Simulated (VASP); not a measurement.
A cell of PtS2 (1T layered) near equilibrium:

```xyz
3
Lattice="1.7829 -3.0881 0.0000 1.7829 3.0881 0.0000 0.0000 0.0000 4.8233" Properties=species:S:1:pos:R:3 pbc="T T T"
Pt     1.7829    -3.0881     0.0000
S      1.7829     1.0294     1.1980
S      1.7829    -1.0294     3.6253
```

Computed with PBEsol GGA, VASP's PBE PAW potentials (set 64) (plane waves; VASP 6.6.1).

Without a dispersion term in the relaxation, distances and binding between the weakly bound layers, chains or molecules are unreliable, and so is what depends on them.

| run | ΔE (meV/atom) | σxx | σyy | σzz | largest shear component, with its sign (GPa) | largest force (eV/Å) |
|---|---|---|---|---|---|---|
| as it is | 0.0 | 0.03 | 0.03 | -0.11 | 0.00 | 0.001 |
| after one change | 1.8 | 1.17 | 3.15 | 0.98 | -0.61 | 0.138 |
Stress is in GPa, positive when the cell is compressed.

### Question
Which change was made?
A. atom 1 (Pt) moved by 0.100 Å along y
B. isotropic strain of +4.0 %
C. uniaxial strain of -1.0 % along y
D. atom 2 (S) moved by 0.075 Å along y

### Answer
C, uniaxial strain of -1.0 % along y

The compound is PtS2 in the 1T layered structure.
